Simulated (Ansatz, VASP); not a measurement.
**H109CNO55 in two plane-wave programs**

Aim: how closely do two programs agree when they are given the same cell, functional and k mesh? Of the first pair: The structure shown is the start of the Ansatz relaxation below; VASP solves that cell, so the two are compared at the walk's first step.

Calculated with Ansatz 0.2.0; plane waves, with VASP 6.6.1 beside it; single point at PBEsol.

In doubt: warnings of the run leave room for a lower electronic state (step 2), so energies may not be the lowest and differences between runs may mislead.

### Step 1. The structure

The cell holds 166 atoms: 1 N, 109 H, 55 O and 1 C. Its edges and angles: a = 11.768 Å, b = 11.768 Å, c = 11.768 Å, α = 90.0°, β = 90.0°, γ = 90.0°. The cell carries charge −1.

### Step 2. Ansatz: relaxation, PBEsol

Ansatz runs on its default PAW (the set named soft_2) files.

The two programs are compared at the cell with which this relaxation starts, whose forces are those of its first step.

input.yaml

```yaml
crystal:
  lattice:
    - [11.76822, 0.0, 0.0]
    - [0.0, 11.76822, 0.0]
    - [0.0, 0.0, 11.76822]
  atoms:
    - { symbol: "N", position: [0.41289, 0.20657, 0.78335] }
    - { symbol: H, position: [0.50184, 0.23384, 0.77697] }
    - { symbol: H, position: [0.40133, 0.12462, 0.74563] }
    - { symbol: H, position: [0.3921, 0.20318, 0.86687] }
    - { symbol: H, position: [0.36162, 0.27048, 0.74501] }
    - { symbol: O, position: [0.45044, 0.13684, 0.35096] }
    - { symbol: C, position: [0.5114, 0.21001, 0.29573] }
    - { symbol: O, position: [0.61216, 0.21654, 0.32688] }
    - { symbol: O, position: [0.46026, 0.26598, 0.22073] }
    - { symbol: H, position: [0.50852, 0.11602, 0.40869] }
    - { symbol: O, position: [0.46074, 0.82679, 0.0485] }
    - { symbol: H, position: [0.51139, 0.84345, 0.98233] }
    - { symbol: H, position: [0.49961, 0.84991, 0.12044] }
    - { symbol: O, position: [0.44415, 0.48326, 0.24263] }
    - { symbol: H, position: [0.51739, 0.50927, 0.277] }
    - { symbol: H, position: [0.45202, 0.40269, 0.21681] }
    - { symbol: O, position: [0.03924, 0.44406, 0.10567] }
    - { symbol: H, position: [0.95521, 0.44479, 0.09307] }
    - { symbol: H, position: [0.0554, 0.44701, 0.18904] }
    - { symbol: O, position: [0.24776, 0.28758, 0.94649] }
    - { symbol: H, position: [0.25006, 0.37212, 0.95484] }
    - { symbol: H, position: [0.2423, 0.25168, 0.02331] }
    - { symbol: O, position: [0.01981, 0.37265, 0.68558] }
    - { symbol: H, position: [0.95494, 0.38413, 0.73925] }
    - { symbol: H, position: [0.07265, 0.31405, 0.71714] }
    - { symbol: O, position: [0.74931, 0.18982, 0.00503] }
    - { symbol: H, position: [0.81538, 0.14659, 0.97363] }
    - { symbol: H, position: [0.77747, 0.25043, 0.0575] }
    - { symbol: O, position: [0.05022, 0.0578, 0.45467] }
    - { symbol: H, position: [0.12775, 0.09256, 0.45392] }
    - { symbol: H, position: [0.02281, 0.04798, 0.37484] }
    - { symbol: O, position: [0.83976, 0.59946, 0.48471] }
    - { symbol: H, position: [0.83716, 0.60745, 0.56926] }
    - { symbol: H, position: [0.76644, 0.56655, 0.4571] }
    - { symbol: O, position: [0.31877, 0.65371, 0.59478] }
    - { symbol: H, position: [0.29029, 0.64057, 0.51581] }
    - { symbol: H, position: [0.28209, 0.59827, 0.64771] }
    - { symbol: O, position: [0.5937, 0.85378, 0.24751] }
    - { symbol: H, position: [0.6286, 0.93003, 0.26126] }
    - { symbol: H, position: [0.56364, 0.82278, 0.32069] }
    - { symbol: O, position: [0.19251, 0.60907, 0.37834] }
    - { symbol: H, position: [0.12482, 0.66041, 0.37687] }
    - { symbol: H, position: [0.24641, 0.6315, 0.3166] }
    - { symbol: O, position: [0.29536, 0.98474, 0.28994] }
    - { symbol: H, position: [0.28468, 0.97702, 0.206] }
    - { symbol: H, position: [0.35875, 0.03913, 0.30555] }
    - { symbol: O, position: [0.22893, 0.90655, 0.05347] }
    - { symbol: H, position: [0.1667, 0.85688, 0.02377] }
[... 1 line left out ...]
    - { symbol: O, position: [0.35391, 0.34703, 0.60479] }
[... 2 lines left out ...]
    - { symbol: O, position: [0.09332, 0.85883, 0.55714] }
[... 2 lines left out ...]
    - { symbol: O, position: [0.93149, 0.40157, 0.48055] }
[... 2 lines left out ...]
    - { symbol: O, position: [0.55409, 0.77888, 0.45066] }
[... 2 lines left out ...]
    - { symbol: O, position: [0.0951, 0.08493, 0.09577] }
[... 2 lines left out ...]
    - { symbol: O, position: [0.72098, 0.40175, 0.25845] }
[... 2 lines left out ...]
    - { symbol: O, position: [0.60108, 0.87934, 0.8806] }
[... 2 lines left out ...]
    - { symbol: O, position: [0.99859, 0.80703, 0.76745] }
[... 2 lines left out ...]
    - { symbol: O, position: [0.95709, 0.10137, 0.91195] }
[... 2 lines left out ...]
    - { symbol: O, position: [0.19067, 0.53489, 0.94264] }
[... 2 lines left out ...]
    - { symbol: O, position: [0.6026, 0.67275, 0.79923] }
[... 2 lines left out ...]
    - { symbol: O, position: [0.49047, 0.06091, 0.56734] }
[... 2 lines left out ...]
    - { symbol: O, position: [0.36255, 0.61369, 0.07039] }
[... 2 lines left out ...]
    - { symbol: O, position: [0.89628, 0.05684, 0.61793] }
[... 53 lines left out ...]
    - { symbol: O, position: [0.36621, 0.80335, 0.7871] }
[... 2 lines left out ...]
    - { symbol: O, position: [0.28956, 0.0097, 0.71637] }
[... 2 lines left out ...]
    - { symbol: O, position: [0.84331, 0.41012, 0.82446] }
[... 2 lines left out ...]
    - { symbol: O, position: [0.76658, 0.21157, 0.53004] }
[... 2 lines left out ...]
    - { symbol: O, position: [0.52538, 0.24608, 0.99632] }
    - { symbol: H, position: [0.59968, 0.20533, 0.99] }
    - { symbol: H, position: [0.50198, 0.24981, 0.07793] }
    - { symbol: O, position: [0.13654, 0.19308, 0.78774] }
    - { symbol: H, position: [0.16745, 0.1185, 0.76123] }
    - { symbol: H, position: [0.18037, 0.21939, 0.85562] }
    - { symbol: O, position: [0.72554, 0.0436, 0.30673] }
    - { symbol: H, position: [0.69513, 0.12246, 0.29792] }
    - { symbol: H, position: [0.80474, 0.04021, 0.27611] }
    - { symbol: O, position: [0.24128, 0.24919, 0.18162] }
    - { symbol: H, position: [0.1973, 0.29746, 0.23599] }
    - { symbol: H, position: [0.32445, 0.2626, 0.19272] }
total_charge: -1
kpoints:
  mp_grid: { grid: [1, 1, 1] }
hamiltonian:
  xc: pbesol
scf:
  occupations: { method: fermi_dirac, width: 0.01 }
  lower_state_search: "off"
output:
  forces: true
magnetization:
  spin_polarized: true
  initial_magnetization: 1
relax:
  f_tol: 0.05
  max_steps: 90
```

Launch:

```console
ansatz run input.yaml --threads 4 --pin off --max-ram 8192MiB --backend cpu --events-out ev --progress --plain --runs-dir out
```

Numbers of over 12 decimals in the logs are rounded to 6 here.

The program printed:

```text
Engine: ansatz 0.2.0, x86_64-unknown-linux-gnu
Pseudopotentials: kind: paw
Pseudopotential: N, paw, valence charge 5, recommended cutoff 420 eV (normal), N.paw.azcp
Pseudopotential: H, paw, valence charge 1, recommended cutoff 420 eV (normal), H.paw.azcp
Pseudopotential: O, paw, valence charge 6, recommended cutoff 420 eV (normal), O.paw.azcp
Pseudopotential: C, paw, valence charge 4, recommended cutoff 420 eV (normal), C.paw.azcp
Functional definition: PBEsol
  exchange = pbesol_x
  correlation = pbesol_c
Crystal: 166 atoms, lattice volume = 1629.793 Å³
Basis set: ecut = 420 eV, 31799 PW (Γ), exchange–correlation on 160×160×160 points (8 copies of the dense FFT grid, shifted against one another)
Bands: 391, of which v1, the nominal top of the filled ones, is band 225 counted from 1 (224 counted from 0)
Symmetry: 1 space group operations
Space group: P1 (ITA 1), of the structure as read, at distance tolerance 1.2e-4 Å
Magnetic group: BNS 1.1 (UNI 1), of the structure as read, at distance tolerance 1.2e-4 Å
k-points: 1
Non-local potential: N, projectors of the file, l = 0: 2, l = 1: 2, l = 2: 1
Non-local potential: H, projectors of the file, l = 0: 2, l = 1: 1
Non-local potential: O, projectors of the file, l = 0: 2, l = 1: 2, l = 2: 1
Non-local potential: C, projectors of the file, l = 0: 2, l = 1: 2, l = 2: 1
PAW form: soft (Blöchl's): semilocal exchange-correlation on the pseudo side does not see the compensation charge
PAW frozen core: N, regenerated for the run's functional, and the local potential with it (the file was generated under x = pbe(κ = 0.804, μ = 0.219515), c = pbe(β = 0.066725))
PAW frozen core: O, regenerated for the run's functional, and the local potential with it (the file was generated under x = pbe(κ = 0.804, μ = 0.219515), c = pbe(β = 0.066725))
PAW frozen core: C, regenerated for the run's functional, and the local potential with it (the file was generated under x = pbe(κ = 0.804, μ = 0.219515), c = pbe(β = 0.066725))
PAW one-centre angular grid: N, 110 points (default); XC on 64 Gauss nodes
PAW one-centre angular grid: H, 110 points (default); XC on 64 Gauss nodes
PAW one-centre angular grid: O, 110 points (default); XC on 64 Gauss nodes
PAW one-centre angular grid: C, 110 points (default); XC on 64 Gauss nodes
Starting moments: Σ|m| = 1 μB on 166 of 166 sites
Initial wavefunctions: pseudopotential atomic-orbital guess
Functional: x = pbesol(κ = 0.804, μ = 0.123457), c = pbesol(β = 0.046)
SCF iter   1: F=—  HF=-33248.506512 eV  |F-HF|=—  |Δ(HF+E_count)|=         —  Δρ=5.26e-2 (↑5.22e-2 ↓5.26e-2)  dr2=1.58e2  dr2_m=3.09e-3  M=1.000 μB ∫|m|=1.005 μB  β_m=1.00  ethr=3.10e-3  ⟨swp⟩=7.0  Hψ=3792  notcnv=0  defer=88
preconditioner: auto → Resta (q_TF=auto, 2.201 Å⁻¹)  ε∞=2.2  [insulator: Δε(μ)=1.107 eV  Ē_g=15.455 eV  σ=0.010 eV  W_gap=1.00  n_scr=256 (ndim 8)  ℏωp=16.9 eV  f_vac=0.161  D(μ)=0.00/eV (n_scr^D=0)  ε∞_Penn≈2.2]
spin=Collinear: Resta preconditioning applied to the charge; magnetization (m = ρ↑ − ρ↓) channel mixes plain (no charge-response kernel on spin).
SCF iter   2: F=—  HF=-33210.645854 eV  |F-HF|=—  |Δ(HF+E_count)|=         —  Δρ=2.56e-2 (↑2.55e-2 ↓2.56e-2)  dr2=3.33e1  dr2_m=2.27e-4  M=0.811 μB ∫|m|=0.838 μB  β_m=0.30  ethr=3.10e-3  ⟨swp⟩=2.5  Hψ=1362  notcnv=0  defer=318
Mixer restart at iter 2: flushing history
SCF iter   3: F=—  HF=-33204.745959 eV  |F-HF|=—  |Δ(HF+E_count)|=    5.90e0  Δρ=1.74e-2 (↑1.74e-2 ↓1.74e-2)  dr2=1.18e1  dr2_m=1.88e-4  M=0.809 μB ∫|m|=0.837 μB  β_m=0.30  ethr=3.10e-3  ⟨swp⟩=3.0  Hψ=1253  notcnv=0  defer=318
SCF iter   4: F=—  HF=-33202.592163 eV  |F-HF|=—  |Δ(HF+E_count)|=    2.15e0  Δρ=8.42e-3 (↑8.42e-3 ↓8.41e-3)  dr2=2.00e0  dr2_m=1.67e-4  M=0.801 μB ∫|m|=0.830 μB  β_m=0.30  ethr=2.63e-3  ⟨swp⟩=2.0  Hψ=818  notcnv=0  defer=318
SCF iter   5: F=—  HF=-33202.401672 eV  |F-HF|=—  |Δ(HF+E_count)|=   1.90e-1  Δρ=1.18e-3 (↑1.18e-3 ↓1.18e-3)  dr2=6.60e-2  dr2_m=1.22e-4  M=0.739 μB ∫|m|=0.766 μB  β_m=0.30  ethr=4.46e-4  ⟨swp⟩=3.0  Hψ=1363  notcnv=0  defer=318
SCF iter   6: F=—  HF=-33202.444522 eV  |F-HF|=—  |Δ(HF+E_count)|=   4.28e-2  Δρ=9.47e-4 (↑9.46e-4 ↓9.47e-4)  dr2=3.22e-2  dr2_m=6.86e-5  M=0.714 μB ∫|m|=0.740 μB  β_m=0.30  ethr=1.47e-5  ⟨swp⟩=2.0  Hψ=479  notcnv=0  defer=318
SCF iter   7: F=—  HF=-33202.495633 eV  |F-HF|=—  |Δ(HF+E_count)|=   5.11e-2  Δρ=2.19e-4 (↑2.19e-4 ↓2.12e-4)  dr2=2.57e-3  dr2_m=9.86e-5  M=0.592 μB ∫|m|=0.618 μB  β_m=0.30  ethr=7.18e-6  ⟨swp⟩=3.0  Hψ=942  notcnv=0  defer=318
SCF iter   8: F=—  HF=-33202.500197 eV  |F-HF|=—  |Δ(HF+E_count)|=   4.56e-3  Δρ=1.55e-4 (↑1.04e-4 ↓1.55e-4)  dr2=5.11e-4  dr2_m=1.01e-4  M=0.526 μB ∫|m|=0.552 μB  β_m=0.30  ethr=5.72e-7  ⟨swp⟩=2.5  Hψ=819  notcnv=0  defer=318
[...]
- { symbol: H, position: [0.635802, 0.812312, 0.415238] }
    - { symbol: H, position: [0.503165, 0.783614, 0.404468] }
    - { symbol: O, position: [0.102745, 0.073545, 0.112337] }
    - { symbol: H, position: [0.158481, 0.010650, 0.095240] }
    - { symbol: H, position: [0.150502, 0.138771, 0.140286] }
    - { symbol: O, position: [0.721669, 0.393622, 0.247573] }
    - { symbol: H, position: [0.677208, 0.323105, 0.262318] }
    - { symbol: H, position: [0.685681, 0.452318, 0.296489] }
    - { symbol: O, position: [0.477451, 0.817000, 0.802215] }
    - { symbol: H, position: [0.520771, 0.744232, 0.780906] }
    - { symbol: H, position: [0.526588, 0.878972, 0.777270] }
    - { symbol: O, position: [0.975036, 0.776101, 0.781373] }
    - { symbol: H, position: [0.929749, 0.850508, 0.792620] }
    - { symbol: H, position: [0.022257, 0.789867, 0.712238] }
    - { symbol: O, position: [0.959540, 0.114272, 0.940922] }
    - { symbol: H, position: [0.015135, 0.155396, 0.889320] }
    - { symbol: H, position: [0.00864937, 0.095583, 1.008334] }
    - { symbol: O, position: [0.189361, 0.547750, 0.979375] }
    - { symbol: H, position: [0.262431, 0.568643, 1.020710] }
    - { symbol: H, position: [0.132848, 0.514904, 1.036020] }
    - { symbol: O, position: [0.588452, 0.630439, 0.755834] }
    - { symbol: H, position: [0.671243, 0.643946, 0.741564] }
    - { symbol: H, position: [0.581130, 0.578549, 0.824746] }
    - { symbol: O, position: [0.506121, 0.015706, 0.514585] }
    - { symbol: H, position: [0.585967, -0.013413, 0.498073] }
    - { symbol: H, position: [0.456975, 0.945634, 0.508512] }
    - { symbol: O, position: [0.386032, 0.600562, 0.068476] }
    - { symbol: H, position: [0.403443, 0.572199, 0.147029] }
    - { symbol: H, position: [0.405951, 0.683728, 0.062011] }
    - { symbol: O, position: [0.853037, 0.032672, 0.590908] }
    - { symbol: H, position: [0.928328, 0.033434, 0.550843] }
    - { symbol: H, position: [0.817834, 0.108974, 0.574083] }
    - { symbol: O, position: [0.703534, 0.928677, 0.462027] }
    - { symbol: H, position: [0.765469, 0.956365, 0.515128] }
    - { symbol: H, position: [0.720772, 0.963996, 0.385683] }
    - { symbol: O, position: [0.813771, 0.637543, 0.699690] }
[...]
- { symbol: O, position: [0.247863, 0.211383, 0.498649] }
[...]
- { symbol: O, position: [0.856671, 0.957160, 0.808927] }
[...]
- { symbol: O, position: [0.815115, 0.472101, 0.063101] }
[...]
- { symbol: O, position: [0.114301, 0.341587, 0.369586] }
[...]
- { symbol: O, position: [0.551247, 0.506900, 0.936319] }
[...]
- { symbol: O, position: [0.544135, 0.481201, 0.585188] }
[...]
- { symbol: O, position: [0.973351, 0.771348, 0.184680] }
[...]
- { symbol: O, position: [0.680922, 0.281617, 0.761168] }
[...]
- { symbol: O, position: [0.619222, 0.545482, 0.392448] }
[...]
- { symbol: O, position: [0.390803, 0.828124, 0.463223] }
[...]
- { symbol: O, position: [0.960554, 0.987027, 0.261956] }
[...]
- { symbol: O, position: [1.041186, 0.672203, 0.385635] }
[...]
- { symbol: O, position: [0.261653, 0.887545, 0.725603] }
[...]
- { symbol: O, position: [0.270248, 0.106390, 0.709670] }
[...]
- { symbol: O, position: [0.821506, 0.449717, 0.824949] }
[...]
- { symbol: O, position: [0.756824, 0.231275, 0.545684] }
[...]
- { symbol: O, position: [0.544668, 0.284771, 1.014829] }
    - { symbol: H, position: [0.620164, 0.247861, 1.012859] }
    - { symbol: H, position: [0.516667, 0.280114, 0.094386] }
    - { symbol: O, position: [0.113345, 0.221711, 0.819329] }
    - { symbol: H, position: [0.167907, 0.171305, 0.775321] }
    - { symbol: H, position: [0.163885, 0.259557, 0.879104] }
    - { symbol: O, position: [0.734945, 0.016583, 0.257457] }
    - { symbol: H, position: [0.699924, 0.092521, 0.267515] }
    - { symbol: H, position: [0.820262, 0.021972, 0.250960] }
    - { symbol: O, position: [0.225583, 0.249157, 0.184454] }
    - { symbol: H, position: [0.180434, 0.283722, 0.247024] }
    - { symbol: H, position: [0.307955, 0.249408, 0.208913] }
```

### Step 3. VASP: single point, PBEsol, start cell, pair 1

The same cell, functional, mesh and smearing now go to VASP, with its own data sets.

Lines of VASP's logs that name or quote its potential files are left out, and so is its time.

INCAR

```
SYSTEM = H109CNO55
PREC = Accurate
ENCUT = 520
EDIFF = 1E-06
NELM = 200
ISMEAR = -1
SIGMA = 0.01
LREAL = Auto
ALGO = Normal
GGA = PS
NELECT = 449
NBANDS = 340
ISPIN = 2
MAGMOM = -0 -0 0 -0 0 -0 -0 -0 -0 -0 -0 0 -0 -0 -0 -0 0 0 -0 0 -0 -0 0 -0 -0 -0 -0 0 -0 -0 -0 -0 0 0 0 -0 -0 -0 -0 0 0 -0 -0 0 -0 -0 -0 -0 0 0 0 -0 -0 -0 -0 -0 0 -0 -0 0 -0 -0 -0 -0 -0 0 0 -0 -0 0 -0 -0 -0 -0 -0 -0 -0 -0 -0 -0 0 -0 -0 0 -0 -0 -0 -0 -0 -0 -0 -0 -0 0 -0 -0 0 0 -0 -0 -0 -0 0 -0 0 0 -0 -0 -0 0 -0 0 -0 -0 -0 -0 0 0 -0 -0 -0 -0 -0 -0 0 -0 -0 -0 -0 -0 -0 -0 0 0 -0 -0 0 -0 -0 -0 0 0 -0 -0 0 -0 -0 -0 -0 0 -0 -0 -0 -0 -0 0 -0 -0 -0 0 0 -0 -0 -0 0 -0
LORBIT = 11
LWAVE = .FALSE.
LCHARG = .FALSE.
ISIF = 2
LASPH = .TRUE.
GGA_COMPAT = .FALSE.
```

POSCAR

```
H109CNO55
1.0
   11.7682200000      0.0000000000      0.0000000000
    0.0000000000     11.7682200000      0.0000000000
    0.0000000000      0.0000000000     11.7682200000
N H O C
1 109 55 1
Direct
    0.4128916693      0.2065732966      0.7833470142
    0.5018430995      0.2338416515      0.7769739179
    0.4013266237      0.1246237749      0.7456267813
    0.3920983802      0.2031828093      0.8668685664
    0.3616179847      0.2704827068      0.7450064666
    0.5085221044      0.1160158461      0.4086939231
    0.5113942465      0.8434495616      0.9823320774
    0.4996082670      0.8499076326      0.1204430237
    0.5173934546      0.5092698811      0.2770002600
    0.4520224809      0.4026862176      0.2168127380
    0.9552081793      0.4447911409      0.0930726992
    0.0554034510      0.4470089784      0.1890430328
    0.2500633061      0.3721208475      0.9548427885
    0.2422966260      0.2516778238      0.0233085377
    0.9549362605      0.3841277610      0.7392536849
    0.0726532985      0.3140491935      0.7171432893
    0.8153824453      0.1465897137      0.9736306765
    0.7774667707      0.2504286969      0.0575023241
    0.1277508408      0.0925628515      0.4539174149
    0.0228071875      0.0479766694      0.3748400353
    0.8371614399      0.6074495548      0.5692619615
    0.7664370652      0.5665512711      0.4571039630
    0.2902902903      0.6405726609      0.5158129267
    0.2820902396      0.5982722961      0.6477105289
    0.6285997373      0.9300302000      0.2612629608
    0.5636366417      0.8227837345      0.3206942086
    0.1248192165      0.6604057368      0.3768709287
    0.2464093975      0.6314973717      0.3165984320
    0.2846819655      0.9770211638      0.2060039666
    0.3587458426      0.0391308116      0.3055517317
[... 130 atom lines left out ...]
    0.7665815221      0.2115698041      0.5300376777
    0.5253810687      0.2460779965      0.9963188995
    0.1365372163      0.1930793272      0.7877402020
    0.7255387816      0.0436004765      0.3067328789
    0.2412769306      0.2491880675      0.1816162512
    0.5114027440      0.2100062711      0.2957286658
```

KPOINTS

```
Automatic mesh
0
Gamma
1 1 1
0 0 0
```

Potentials, in the order of the species: N, H, O and C (PBE family, release 64).

Launch:

```console
export OMP_NUM_THREADS=3
mpirun -np 1 vasp_gam
```

The program printed:

```text
[banner, memory and clock lines left out]
running    1 mpi-ranks, on    1 nodes
[...]
Offloading initialized ...    1 GPUs detected
[...]
|                                                                             |
|               ----> ADVICE to this user running VASP <----                  |
|                                                                             |
|     You enforced a specific xc type in the INCAR file but a different       |
|     [... a line on the potential file left out ...]
|     I HOPE YOU KNOW WHAT YOU ARE DOING!                                     |
|                                                                             |

 LDA part: xc-table for (Slater+PW92), standard interpolation
 POSCAR, INCAR and KPOINTS ok, starting setup
[...]
entering main loop
       N       E                     dE             d eps       ncg     rms          rms(c)
DAV:   1     0.354671565273E+04    0.35467E+04   -0.24645E+05  1424   0.123E+03
DAV:   2    -0.519870332456E+03   -0.40666E+04   -0.38856E+04  1680   0.308E+02
DAV:   3    -0.896743841198E+03   -0.37687E+03   -0.37381E+03  1688   0.968E+01
DAV:   4    -0.903180960301E+03   -0.64371E+01   -0.64162E+01  1640   0.140E+01
DAV:   5    -0.903293402432E+03   -0.11244E+00   -0.11233E+00  1728   0.172E+00BRMIX: very serious problems
 the old and the new charge density differ
 old charge density:   448.00000 new  449.00000
    0.523E+01
DAV:   6    -0.831404200527E+03    0.71889E+02   -0.22638E+02  1584   0.253E+01    0.197E+01
DAV:   7    -0.830186076469E+03    0.12181E+01   -0.10004E+01  1600   0.513E+00    0.128E+01
DAV:   8    -0.829421077820E+03    0.76500E+00   -0.27646E+00  1600   0.357E+00    0.230E+00
DAV:   9    -0.829335277628E+03    0.85800E-01   -0.36539E-01  1720   0.134E+00    0.938E-01
[...]
DAV:  18    -0.829395420017E+03    0.20314E-05   -0.13044E-05  1648   0.106E-02    0.623E-03
DAV:  19    -0.829395421203E+03   -0.11869E-05   -0.53324E-06  1584   0.612E-03    0.256E-03
DAV:  20    -0.829395421946E+03   -0.74216E-06   -0.11709E-06  1104   0.321E-03
   1 F= -.82939542E+03 E0= -.82938849E+03  d E =-.138629E-01  mag=     0.0004
```

OUTCAR, selected parts (step 3):

```text
 magnetization (x)
# of ion       s       p       d       tot
------------------------------------------
    1        0.000  -0.000   0.000   0.000
    2        0.000   0.000   0.000   0.000
    3        0.000   0.000   0.000   0.000
    4       -0.000   0.000   0.000   0.000
    5        0.000   0.000   0.000   0.000
    6        0.000   0.000   0.000   0.000
[...]
164        0.000  -0.000   0.000   0.000
  165        0.000  -0.000   0.000   0.000
  166        0.000  -0.000   0.000   0.000
--------------------------------------------------
tot          0.000  -0.000   0.000   0.000
```

The run ends at a pressure of -1.01 GPa, with forces up to 2.7 eV/Å.

[end of part 1 of 2]

[Lines on the potential files, build, host, timing and source positions are cut from VASP's logs without a mark.]

[Logs are printed without paths, hosts, clocks, repeated set-up lines and the standing remarks that a program may print on its own settings, such as how far it seeks lower states.]

[Hosts, paths, dates, database ids (printed as entryN), source tags and the programs' standing remarks are cut or masked in the printed files.]
